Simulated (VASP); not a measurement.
Method: LDA (Ceperley-Alder, Perdew-Zunger), VASP's LDA PAW potentials (set 64) (plane waves; VASP).

Input for VASP

**POSCAR**
```
InPd
1
    3.2718800000     0.0000000000     0.0000000000
    0.0000000000     3.2718800000     0.0000000000
    0.0000000000     0.0000000000     3.2718800000
In Pd
1 1
Direct
  0.0000000000   0.0000000000   0.0000000000
  0.5000000000   0.5000000000   0.5000000000
```

### KPOINTS
```
Automatic mesh
0
Gamma
5 5 5
0.5 0.5 0.5
```

### INCAR
```
# general
SYSTEM   =  InPd
PREC     =  Accurate
ENCUT    =  300
LREAL    =  F
LASPH    =  T

# electronic loop
EDIFF    =  1E-6
NELM     =  100
ALGO     =  Normal
LMAXMIX  =  4

# smearing
ISMEAR   =  1
SIGMA    =  0.2

# ions
ISIF     =  2

# output
LWAVE    =  F
LCHARG   =  F
```

POTCAR, in this order: In_d Pd (LDA.64 set). Program: vasp_std.

What VASP printed:

### OUTCAR
```
 ion  position               nearest neighbor table
   1  0.000  0.000  0.000-   2 2.83   2 2.83   2 2.83   2 2.83   2 2.83   2 2.83   2 2.83   2 2.83
  LATTYP: Found a simple cubic cell.
 ALAT       =     3.2718800000
 Subroutine PRICEL returns:
 Original cell was already a primitive cell.
 Subroutine GETGRP returns: Found 48 space group operations
The static configuration has the point symmetry O_h .
The dynamic configuration has the point symmetry O_h .
 Subroutine INISYM returns: Found 48 space group operations
 Subroutine IBZKPT returns following result:
 Found     10 irreducible k-points:

 Following reciprocal coordinates:
            Coordinates               Weight
  0.100000  0.100000  0.100000      8.000000
  0.300000  0.100000  0.100000     24.000000
  0.500000  0.100000  0.100000     12.000000
  0.300000  0.300000  0.100000     24.000000
  0.500000  0.300000  0.100000     24.000000
  0.500000  0.500000  0.100000      6.000000
  0.300000  0.300000  0.300000      8.000000
  0.500000  0.300000  0.300000     12.000000
  0.500000  0.500000  0.300000      6.000000
  0.500000  0.500000  0.500000      1.000000
   k-points           NKPTS =     10   k-points in BZ     NKDIM =     10   number of bands    NBANDS=     15
   number of dos      NEDOS =    301   number of ions     NIONS =      2
   total plane-waves  NPLWV =   5832
   dimension x,y,z NGX =    18 NGY =   18 NGZ =   18
   dimension x,y,z NGXF=    36 NGYF=   36 NGZF=   36
   ions per type =               1   1
   PREC   = accura    normal or accurate (medium, high low for compatibility)
   ISTART =      0    job   : 0-new  1-cont  2-samecut
   ICHARG =      2    charge: 1-file 2-atom 10-const
   ISPIN  =      1    spin polarized calculation?
   LNONCOLLINEAR =      F non collinear calculations
   LSORBIT =      F    spin-orbit coupling
   INIWAV =      1    electr: 0-lowe 1-rand  2-diag
   ENCUT  =  300.0 eV  22.05 Ry    4.70 a.u.   4.62  4.62  4.62*2*pi/ulx,y,z
   NELM   =    100;   NELMIN=  2; NELMDL= -5     # of ELM steps
   EDIFF  = 0.1E-05   stopping-criterion for ELM
   LREAL  =      F    real-space projection
   NLSPLINE    = F    spline interpolate recip. space projectors
   LMAXMIX     =    4 max onsite mixed and CHGCAR
   VOSKOWN=      0    Vosko Wilk Nusair interpolation
   EDIFFG = 0.1E-04   stopping-criterion for IOM
   NSW    =      0    number of steps for IOM
   NBLOCK =      1;   KBLOCK =      1    inner block; outer block
   IBRION =     -1    ionic relax: 0-MD 1-quasi-New 2-CG
   NFREE  =      0    steps in history (QN), initial steepest desc. (CG)
   ISIF   =      2    stress and relaxation
   ISYM   =      2    0-nonsym 1-usesym 2-fastsym
   TEIN   =    0.0    initial temperature
   TEBEG  =    0.0;   TEEND  =   0.0 temperature during run
   SMASS  =  -3.00    Nose mass-parameter (am)
   PSTRESS=    0.0 pullay stress
   NELECT =      23.0000    total number of electrons
   EFERMI =   0.00;   METHOD = LEGACY
   ISMEAR =     1;   SIGMA  =   0.20  broadening in eV -4-tet -1-fermi 0-gaus
   IALGO  =     38    algorithm
   LDIAG  =      T    sub-space diagonalisation (order eigenvalues)
   IMIX   =      4    mixing-type and parameters
     AMIX     =   0.40;   BMIX     =  1.00
     AMIX_MAG =   1.60;   BMIX_MAG =  1.00
     AMIN     =   0.10
   GGA     = CA    functional components
   VOSKOWN =     0    Vosko Wilk Nusair interpolation
   LHFCALC =     F    Hartree Fock is set to
   LHFONE  =     F    Hartree Fock one center treatment
   AEXX    =    0.0000 exact exchange contribution
   IVDW    =     0    specifies the selected vdW correction
   LEPSILON=     F    determine dielectric tensor
   LRPA    =     F    only Hartree local field effects (RPA)
  energy-cutoff  :      300.00
  volume of cell :       35.03
...
```

OSZICAR:
```
       N       E                     dE             d eps       ncg     rms          rms(c)
DAV:   1     0.118874357283E+03    0.11887E+03   -0.84758E+03   308   0.135E+03
DAV:   2    -0.622248916005E+01   -0.12510E+03   -0.12169E+03   314   0.317E+02
DAV:   3    -0.109216231066E+02   -0.46991E+01   -0.46942E+01   398   0.680E+01
DAV:   4    -0.109889069221E+02   -0.67284E-01   -0.67278E-01   406   0.761E+00
DAV:   5    -0.109900817385E+02   -0.11748E-02   -0.11748E-02   421   0.798E-01    0.667E+00
DAV:   6    -0.107969320722E+02    0.19315E+00   -0.52463E-01   363   0.993E+00    0.315E+00
DAV:   7    -0.107554102160E+02    0.41522E-01   -0.87323E-02   401   0.525E+00    0.153E+00
DAV:   8    -0.107447634825E+02    0.10647E-01   -0.25173E-02   349   0.150E+00    0.382E-01
DAV:   9    -0.107437114508E+02    0.10520E-02   -0.19564E-03   370   0.831E-01    0.767E-02
DAV:  10    -0.107436778785E+02    0.33572E-04   -0.48674E-05   408   0.111E-01    0.334E-02
DAV:  11    -0.107436754267E+02    0.24518E-05   -0.44088E-06   321   0.212E-02    0.805E-03
DAV:  12    -0.107436753848E+02    0.41915E-07   -0.25211E-07   213   0.702E-03
   1 F= -.10743675E+02 E0= -.10740454E+02  d E =-.966552E-02
```

### OUTCAR
```
------------------------ aborting loop because EDIFF is reached ----------------------------------------
  FORCE on cell =-STRESS in cart. coord.  units (eV):
  Direction    XX          YY          ZZ          XY          YZ          ZX
  --------------------------------------------------------------------------------------
  Total       -1.3951676     -1.3951676     -1.3951676     -0.0000000     -0.0000000     -0.0000000
  in kB      -63.8182453    -63.8182453    -63.8182453     -0.0000000     -0.0000000     -0.0000000
  external PRESSURE =     -63.8182453 kB  Pullay stress =       0.0000000 kB
  volume of cell :       35.03
      direct lattice vectors                 reciprocal lattice vectors
     3.271880000  0.000000000  0.000000000     0.305634681  0.000000000  0.000000000
     0.000000000  3.271880000  0.000000000     0.000000000  0.305634681  0.000000000
     0.000000000  0.000000000  3.271880000     0.000000000  0.000000000  0.305634681
 POSITION                                       TOTAL-FORCE (eV/Angst)
 -----------------------------------------------------------------------------------
      0.00000      0.00000      0.00000         0.000000      0.000000      0.000000
      1.63594      1.63594      1.63594         0.000000      0.000000      0.000000
 -----------------------------------------------------------------------------------
    total drift:                                0.000000     -0.000000      0.000000
  FREE ENERGIE OF THE ION-ELECTRON SYSTEM (eV)
  ---------------------------------------------------
  free  energy   TOTEN  =       -10.7436753848 eV

  energy  without entropy=      -10.7340098599  energy(sigma->0) =      -10.74045354
```
(Selected blocks of OUTCAR.)

At this cut-off the stress carries a Pulay error, which pulls relaxed volumes low.

The structure comes from a computed database's InPd entry; how it stands against other phases isn't given here. The cell was not relaxed at this level. The k-mesh is coarse (spacing up to 0.38 per Å, 2π included), so the numbers may not be converged in it. The run is one of a series of settings (KPOINTS 5×5×5 Γ-centred mesh shifted by (0.5, 0.5, 0.5) against the base run), some of them coarse on purpose. The electron count is odd and the run is not spin-polarised, which forces a metal.
